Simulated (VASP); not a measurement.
Output of a VASP run:

### OUTCAR
```
 ion  position               nearest neighbor table
   1  0.000  0.000  0.000-   2 2.42   2 2.42   2 2.42   2 2.42
   2  0.250  0.250  0.250-   1 2.42   1 2.42   1 2.42   1 2.42
  LATTYP: Found a face centered cubic cell.
 ALAT       =     5.5872481058
 Subroutine PRICEL returns:
 Original cell was already a primitive cell.
 Subroutine GETGRP returns: Found 24 space group operations
The static configuration has the point symmetry T_d .
The dynamic configuration has the point symmetry T_d .
 Subroutine INISYM returns: Found 24 space group operations
 Subroutine IBZKPT returns following result:
 Found     29 irreducible k-points:

 Following reciprocal coordinates:
            Coordinates               Weight
  0.000000  0.000000  0.000000      1.000000
  0.125000  0.000000  0.000000      8.000000
  0.250000  0.000000  0.000000      8.000000
  0.375000  0.000000  0.000000      8.000000
  0.500000  0.000000  0.000000      4.000000
  0.125000  0.125000  0.000000      6.000000
  0.250000  0.125000  0.000000     24.000000
  0.375000  0.125000  0.000000     24.000000
  0.500000  0.125000  0.000000     24.000000
 -0.375000  0.125000  0.000000     24.000000
 -0.250000  0.125000  0.000000     24.000000
 -0.125000  0.125000  0.000000     12.000000
  0.250000  0.250000  0.000000      6.000000
  0.375000  0.250000  0.000000     24.000000
  0.500000  0.250000  0.000000     24.000000
 -0.375000  0.250000  0.000000     24.000000
 -0.250000  0.250000  0.000000     12.000000
  0.375000  0.375000  0.000000      6.000000
  0.500000  0.375000  0.000000     24.000000
 -0.375000  0.375000  0.000000     12.000000
  0.500000  0.500000  0.000000      3.000000
  0.375000  0.250000  0.125000     24.000000
  0.500000  0.250000  0.125000     48.000000
 -0.375000  0.250000  0.125000     24.000000
  0.500000  0.375000  0.125000     24.000000
 -0.375000  0.375000  0.125000     48.000000
 -0.250000  0.375000  0.125000     24.000000
 -0.375000  0.500000  0.125000     12.000000
 -0.250000  0.500000  0.250000      6.000000
   k-points           NKPTS =     29   k-points in BZ     NKDIM =     29   number of bands    NBANDS=     13
   number of dos      NEDOS =    301   number of ions     NIONS =      2
   total plane-waves  NPLWV =  27000
   dimension x,y,z NGX =    30 NGY =   30 NGZ =   30
   dimension x,y,z NGXF=    60 NGYF=   60 NGZF=   60
   ions per type =               1   1
   PREC   = accura    normal or accurate (medium, high low for compatibility)
   ISTART =      0    job   : 0-new  1-cont  2-samecut
   ICHARG =      2    charge: 1-file 2-atom 10-const
   ISPIN  =      1    spin polarized calculation?
   LNONCOLLINEAR =      F non collinear calculations
   LSORBIT =      F    spin-orbit coupling
   INIWAV =      1    electr: 0-lowe 1-rand  2-diag
   ENCUT  =  520.0 eV  38.22 Ry    6.18 a.u.   7.35  7.35  7.35*2*pi/ulx,y,z
   NELM   =    100;   NELMIN=  2; NELMDL= -5     # of ELM steps
   EDIFF  = 0.1E-06   stopping-criterion for ELM
   LREAL  =      F    real-space projection
   NLSPLINE    = F    spline interpolate recip. space projectors
   LMAXMIX     =    4 max onsite mixed and CHGCAR
   VOSKOWN=      0    Vosko Wilk Nusair interpolation
   EDIFFG = 0.1E-05   stopping-criterion for IOM
   NSW    =      0    number of steps for IOM
   NBLOCK =      1;   KBLOCK =      1    inner block; outer block
   IBRION =     -1    ionic relax: 0-MD 1-quasi-New 2-CG
   NFREE  =      0    steps in history (QN), initial steepest desc. (CG)
   ISIF   =      2    stress and relaxation
   ISYM   =      2    0-nonsym 1-usesym 2-fastsym
   TEIN   =    0.0    initial temperature
   TEBEG  =    0.0;   TEEND  =   0.0 temperature during run
   SMASS  =  -3.00    Nose mass-parameter (am)
   PSTRESS=    0.0 pullay stress
   NELECT =      18.0000    total number of electrons
   EFERMI =   0.00;   METHOD = LEGACY
   ISMEAR =     0;   SIGMA  =   0.05  broadening in eV -4-tet -1-fermi 0-gaus
   IALGO  =     38    algorithm
...
```

OSZICAR:
```
       N       E                     dE             d eps       ncg     rms          rms(c)
DAV:   1     0.566452869773E+02    0.56645E+02   -0.93218E+03   754   0.167E+03
DAV:   2    -0.320036569397E+02   -0.88649E+02   -0.85280E+02   809   0.289E+02
DAV:   3    -0.377566735304E+02   -0.57530E+01   -0.57274E+01   934   0.730E+01
DAV:   4    -0.378066420961E+02   -0.49969E-01   -0.49960E-01   809   0.733E+00
DAV:   5    -0.378068760990E+02   -0.23400E-03   -0.23400E-03   879   0.480E-01    0.542E+00
DAV:   6    -0.349216810759E+02    0.28852E+01   -0.15402E+00   879   0.419E+01    0.491E+00
DAV:   7    -0.350574784871E+02   -0.13580E+00   -0.55049E-01   754   0.155E+01    0.226E+00
DAV:   8    -0.350819345607E+02   -0.24456E-01   -0.17456E-01   754   0.587E+00    0.715E-01
DAV:   9    -0.350117253754E+02    0.70209E-01   -0.20339E-01   754   0.517E+00    0.269E-01
DAV:  10    -0.351287226117E+02   -0.11700E+00   -0.10388E-01   754   0.424E+00    0.112E-01
DAV:  11    -0.351287561282E+02   -0.33516E-04   -0.21718E-03   869   0.605E-01    0.695E-02
DAV:  12    -0.351291450387E+02   -0.38891E-03   -0.13335E-03   759   0.567E-01    0.957E-02
DAV:  13    -0.351294506151E+02   -0.30558E-03   -0.80276E-04   754   0.383E-01    0.287E-02
DAV:  14    -0.351294854145E+02   -0.34799E-04   -0.53030E-05   814   0.118E-01    0.228E-02
DAV:  15    -0.351294995170E+02   -0.14103E-04   -0.41534E-05   769   0.101E-01    0.841E-03
DAV:  16    -0.351295026571E+02   -0.31401E-05   -0.35135E-05   774   0.972E-02    0.167E-03
DAV:  17    -0.351295022693E+02    0.38780E-06   -0.34745E-06   784   0.271E-02    0.202E-03
DAV:  18    -0.351295021726E+02    0.96745E-07   -0.62939E-07   839   0.151E-02
   1 F= -.35129502E+02 E0= -.35129502E+02  d E =-.647091E-18
```

OUTCAR:
```
------------------------ aborting loop because EDIFF is reached ----------------------------------------
  FORCE on cell =-STRESS in cart. coord.  units (eV):
  Direction    XX          YY          ZZ          XY          YZ          ZX
  --------------------------------------------------------------------------------------
  Total        0.6388515      0.6388515      0.6388515      0.0000000      0.0000000      0.0000000
  in kB       23.4734322     23.4734322     23.4734322      0.0000000      0.0000000      0.0000000
  external PRESSURE =      23.4734322 kB  Pullay stress =       0.0000000 kB
  volume of cell :       43.60
      direct lattice vectors                 reciprocal lattice vectors
     0.000000000  2.793624053  2.793624053    -0.178978986  0.178978986  0.178978986
     2.793624053  0.000000000  2.793624053     0.178978986 -0.178978986  0.178978986
     2.793624053  2.793624053  0.000000000     0.178978986  0.178978986 -0.178978986
  FREE ENERGIE OF THE ION-ELECTRON SYSTEM (eV)
  ---------------------------------------------------
  free  energy   TOTEN  =       -35.1295021726 eV

  energy  without entropy=      -35.1295021726  energy(sigma->0) =      -35.12950217
```
(Selected blocks of OUTCAR.)

File POSCAR:
```
ZnSe
1
    0.0000000000     2.7936240529     2.7936240529
    2.7936240529     0.0000000000     2.7936240529
    2.7936240529     2.7936240529     0.0000000000
Zn Se
1 1
Direct
  0.0000000000   0.0000000000   0.0000000000
  0.2500000000   0.2500000000   0.2500000000
```

Problem. Reconstruct the remaining input files.

Solution. This is not unique; one that fits is the input of the run itself, SCAN meta-GGA, plane waves, VASP's PBE PAW potentials (set 64).

### KPOINTS
```
Automatic mesh
0
gamma
  8 8 8
```

**INCAR**
```
ALGO=Normal
EDIFF=1E-7
ENCUT=520
ISIF=2
ISMEAR=0
LASPH=.TRUE.
LCHARG=.FALSE.
LMAXMIX=4
LMIXTAU=.TRUE.
LREAL=.FALSE.
LWAVE=.FALSE.
METAGGA=SCAN
NELM=100
PREC=Accurate
SIGMA=0.05
SYSTEM=ZnSe
```

POTCAR, in this order: Zn Se (PBE.64 set). Program: vasp_std.

The compound is ZnSe in the zinc blende structure. This cell is one point of a volume scan, at 0.97 of the reference volume.
